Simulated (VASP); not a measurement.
A VASP calculation is set up with these files.

### KPOINTS
```
Automatic mesh
0
Gamma
11 11 11
0 0 0
```

INCAR:
```
SIGMA=0.1   # width (eV)
LCHARG=.FALSE.
ISIF=3   # ions, shape and volume
PREC=Accurate
EDIFFG=-0.01   # ionic stop
ALGO=Normal
EDIFF=1E-6   # SCF stop (eV)
METAGGA=R2SCAN
SYSTEM=Hg
LMAXMIX=6
NELM=100   # most electronic steps
LMIXTAU=.TRUE.
IBRION=2
NSW=60   # most ionic steps
ISMEAR=1
LREAL=.FALSE.
LWAVE=.FALSE.
LASPH=.TRUE.   # aspherical one-centre terms
ENCUT=400
```

**POSCAR**
```
Hg
1
    3.0177188018     0.0000000000    -0.0000000000
    0.0000000000     3.0177188018     0.0000000000
    0.0000000000     0.0000000000     3.0177188018
Hg
1
Direct
  0.0000000000   0.0000000000   0.0000000000
```

POTCAR, in this order: Hg (PBE.64 set). Program: vasp_std.

Q: Translate this r2SCAN calculation to Ansatz.

A: One equivalent input (not run):
Ansatz 0.2 input:
```yaml
crystal:
  lattice:
    - [3.0177188, 0.0000000, 0.0000000]
    - [0.0000000, 3.0177188, 0.0000000]
    - [0.0000000, 0.0000000, 3.0177188]
  atoms:
    - { symbol: Hg, position: [0.0000000, 0.0000000, 0.0000000] }
kpoints:
  mp_grid: { grid: [11, 11, 11] }
hamiltonian:
  xc: r2scan
  pseudopotentials: { kind: paw }
scf:
  occupations: { method: methfessel_paxton, width: 0.1 }
  max_iter: 100
relax:
  max_steps: 60
  f_tol: 0.01
  cell: {}
output: { forces: true, stress: true, eigenvalues: true }
```
What does not carry over: each code has its own PAW files, so the cut-off isn't converted (ENCUT is set for VASP's; basis.ecutwfc is left out, and Ansatz then takes the one that its files recommend); Ansatz stops its SCF on the density residual and VASP on the energy change (EDIFF).

The structure was generated: Hg was put into the simple-cubic type (Pm-3m), which need not be its known phase. This run relaxes it. Symmetry was kept, so distortions that lower it aren't found. The start is the result of an earlier pass.
